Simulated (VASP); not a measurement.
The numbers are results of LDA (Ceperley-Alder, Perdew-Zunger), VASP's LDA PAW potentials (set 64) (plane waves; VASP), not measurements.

The input files of a VASP run:

### INCAR
```
! general
SYSTEM=Ca
PREC  =Accurate
ENCUT =300
LREAL =.FALSE.
LASPH =.TRUE.

! electronic loop
EDIFF =1E-6
NELM  =100
ALGO  =Normal

! smearing
ISMEAR=0
SIGMA =0.2

! ions
ISIF  =2

! output
LWAVE =.FALSE.
LCHARG=.FALSE.
```

### KPOINTS
```
Automatic mesh
0
G
14 14 14
```

POSCAR:
```
Ca
1
   -2.2400000000     2.2400000000     2.2400000000
    2.2400000000    -2.2400000000     2.2400000000
    2.2400000000     2.2400000000    -2.2400000000
Ca
1
Direct
  0.0000000000   0.0000000000   0.0000000000
```

POTCAR, in this order: Ca_sv (LDA.64 set). Program: vasp_std.

Output of the run:

**OUTCAR**
```
 ion  position               nearest neighbor table
   1  0.000  0.000  0.000-
  LATTYP: Found a body centered cubic cell.
 ALAT       =     4.4800000000
 Subroutine PRICEL returns:
 Original cell was already a primitive cell.
 Subroutine GETGRP returns: Found 48 space group operations
The static configuration has the point symmetry O_h .
The dynamic configuration has the point symmetry O_h .
 Subroutine INISYM returns: Found 48 space group operations
 Subroutine IBZKPT returns following result:
 Found    104 irreducible k-points:

 Following reciprocal coordinates:
            Coordinates               Weight
  0.000000  0.000000  0.000000      1.000000
  0.071429  0.000000  0.000000     12.000000
  0.142857  0.000000  0.000000     12.000000
  0.214286  0.000000  0.000000     12.000000
  0.285714  0.000000  0.000000     12.000000
  0.357143  0.000000  0.000000     12.000000
  0.428571  0.000000  0.000000     12.000000
  0.500000  0.000000  0.000000      6.000000
  0.071429  0.071429  0.000000     24.000000
  0.142857  0.071429  0.000000     48.000000
...
```

### OSZICAR
```
       N       E                     dE             d eps       ncg     rms          rms(c)
DAV:   1     0.404632095275E+02    0.40463E+02   -0.40007E+03  1960   0.672E+02
DAV:   2    -0.137071490544E+01   -0.41834E+02   -0.41659E+02  1950   0.180E+02
DAV:   3    -0.213820828594E+01   -0.76749E+00   -0.76172E+00  2991   0.242E+01
DAV:   4    -0.215744425280E+01   -0.19236E-01   -0.19225E-01  2797   0.300E+00
DAV:   5    -0.215758567759E+01   -0.14142E-03   -0.14129E-03  3050   0.199E-01    0.228E+00
DAV:   6    -0.215246885374E+01    0.51168E-02   -0.13942E-02  2570   0.132E+00    0.141E+00
DAV:   7    -0.215287293273E+01   -0.40408E-03   -0.16478E-02  2450   0.154E+00    0.961E-02
DAV:   8    -0.215236534704E+01    0.50759E-03   -0.23818E-03  2305   0.509E-01    0.162E-02
DAV:   9    -0.215237622732E+01   -0.10880E-04   -0.12874E-04  3077   0.702E-02    0.760E-03
DAV:  10    -0.215237562423E+01    0.60309E-06   -0.10559E-05  2662   0.384E-02    0.274E-03
DAV:  11    -0.215237571944E+01   -0.95215E-07   -0.71270E-07  1783   0.107E-02
   1 F= -.21523757E+01 E0= -.21367867E+01  d E =-.311781E-01
```

**OUTCAR**
```
------------------------ aborting loop because EDIFF is reached ----------------------------------------
  FORCE on cell =-STRESS in cart. coord.  units (eV):
  Direction    XX          YY          ZZ          XY          YZ          ZX
  --------------------------------------------------------------------------------------
  Total       -0.7379480     -0.7379480     -0.7379480      0.0000000     -0.0000000      0.0000000
  in kB      -26.2985793    -26.2985793    -26.2985793      0.0000000     -0.0000000      0.0000000
  external PRESSURE =     -26.2985793 kB  Pullay stress =       0.0000000 kB
  volume of cell :       44.96
      direct lattice vectors                 reciprocal lattice vectors
    -2.240000000  2.240000000  2.240000000     0.000000000  0.223214286  0.223214286
     2.240000000 -2.240000000  2.240000000     0.223214286  0.000000000  0.223214286
     2.240000000  2.240000000 -2.240000000     0.223214286  0.223214286  0.000000000
 POSITION                                       TOTAL-FORCE (eV/Angst)
 -----------------------------------------------------------------------------------
      0.00000      0.00000      0.00000        -0.000000      0.000000      0.000000
 -----------------------------------------------------------------------------------
    total drift:                               -0.000000      0.000000      0.000000
  FREE ENERGIE OF THE ION-ELECTRON SYSTEM (eV)
  ---------------------------------------------------
  free  energy   TOTEN  =        -2.1523757194 eV

  energy  without entropy=       -2.1211976471  energy(sigma->0) =       -2.13678668
```
(Selected blocks of OUTCAR.)

At this cut-off the stress carries a Pulay error, which pulls relaxed volumes low.

The structure comes from a measured Ca entry of the Crystallography Open Database, whose conditions weren't checked. The cell was not relaxed at this level.
